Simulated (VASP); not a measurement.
Here is the system:

```xyz
4
Lattice="3.2744 0.0000 0.0000 -1.6372 2.8357 0.0000 0.0000 0.0000 10.5355" Properties=species:S:1:pos:R:3 pbc="T T T"
Sc     0.0000     0.0000     0.0000
Sc     0.0000     0.0000     5.2678
Sc     0.0000     1.8905     2.6339
Sc     1.6372     0.9452     7.9017
```

Level of theory: PBEsol GGA, VASP's PBE PAW potentials (set 64) (plane waves; VASP 6.6.1). Settings: EDIFF = 1E-04, 240 eV cut-off, 6×6×6 Γ-centred mesh shifted by (0.5, 0.5, 0.5), Gaussian smearing of 0.20 eV, potentials Sc_sv.

At this cut-off the stress carries a Pulay error, which pulls relaxed volumes low.  Energy and stress use the plane-wave basis of the starting cell.

Task: The ions, cell shape and volume are relaxed. Which structure does the run end with?

Result: 
```xyz
4
Lattice="3.2338 0.0000 0.0000 -1.6169 2.8005 0.0000 0.0000 0.0000 10.3478" Properties=species:S:1:pos:R:3 pbc="T T T"
Sc     0.0000     0.0000     0.0000
Sc     0.0000     0.0000     5.1739
Sc     0.0000     1.8670     2.5870
Sc     1.6169     0.9335     7.7609
```
Space group P6_3/mmc (194), at a tolerance of 0.03 Å.

Task: How do energy and volume change from the first to the last step?

Result: The energy (σ→0) changes by -9.7 meV/atom and the volume by -4.2 %, in 18 ionic steps.

The structure was generated: Sc was put into an ordered model structure, which need not be its known phase. This run relaxes it. Symmetry was kept, so distortions that lower it aren't found. The k-mesh is coarse (spacing up to 0.37 per Å, 2π included), so the numbers may not be converged in it. The run is one of a series of settings (EDIFF = 1E-04, EDIFFG = -0.01, ENCUT = 240, GGA = PS, IBRION = 2, ISIF = 3, NSW = 50, KPOINTS 6×6×6 Γ-centred mesh shifted by (0.5, 0.5, 0.5), POTCAR Sc_sv (PBE.64 set) against the base run), some of them coarse on purpose.
